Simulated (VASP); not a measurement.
Given:

```xyz
2
Lattice="0.0000 3.0284 3.0284 3.0284 0.0000 3.0284 3.0284 3.0284 0.0000" Properties=species:S:1:pos:R:3 pbc="T T T"
Hg     0.0000     0.0000     0.0000
Te     1.5142     1.5142     1.5142
```

All values below come from PBE GGA, VASP's PBE PAW potentials (set 64) (plane waves; VASP 6.6.1). Numerical set-up: 480 eV cut-off, 10×10×10 Γ-centred mesh, first-order Methfessel-Paxton smearing of 0.10 eV, potentials Hg Te.

Unless said otherwise, spin-orbit coupling is left out, though it shifts the bands of the heavy elements here.

### Question
What does the run give for the energy per atom (σ→0), pressure, band gap (on the k-mesh) with the smallest direct gap where there is one?

### Answer

| Item | Result |
|---|---|
| band gap (on the k-mesh) | none (metal, semimetal or under 0.01 eV) |
| energy per atom (σ→0) | -1.399 eV/atom |
| pressure | 20.04 GPa |

Only differences to runs with the same potentials and settings are physical.

The compound is HgTe in the zinc blende structure. It was relaxed first under an external pressure of 20 GPa.
